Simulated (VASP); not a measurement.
```
CELL_PARAMETERS angstrom
      3.72058     0.00000     0.00000
     -1.86029     3.22211     0.00000
      0.00000     0.00000     5.18557
ATOMIC_POSITIONS crystal
  Rh 0.00000 0.00000 0.00000
  Rh 0.00000 0.00000 0.50000
  C  0.33333 0.66667 0.25000
  C  0.66667 0.33333 0.75000
```

The numbers are results of PBE GGA, VASP's PBE PAW potentials (set 64) (plane waves; VASP 6.6.1), not measurements. Numerical set-up: 520 eV cut-off, 5×5×4 Γ-centred mesh, Gaussian smearing of 0.050 eV, potentials Rh_pv C.

Estimate the energy per atom (σ→0), pressure, band gap (on the k-mesh) with the smallest direct gap where there is one.

* **band gap (on the k-mesh)**: none (metal, semimetal or under 0.01 eV)
* **energy per atom (σ→0)**: -6.205 eV/atom
* **pressure**: -37.55 GPa

Total energies compare only between runs with the same potentials, cut-off and functional.

The structure was generated: RhC was put into the NiAs type (P6_3/mmc), which need not be its known phase. The cell was not relaxed at this level. The k-mesh is coarse (spacing up to 0.39 per Å, 2π included), so the numbers may not be converged in it.
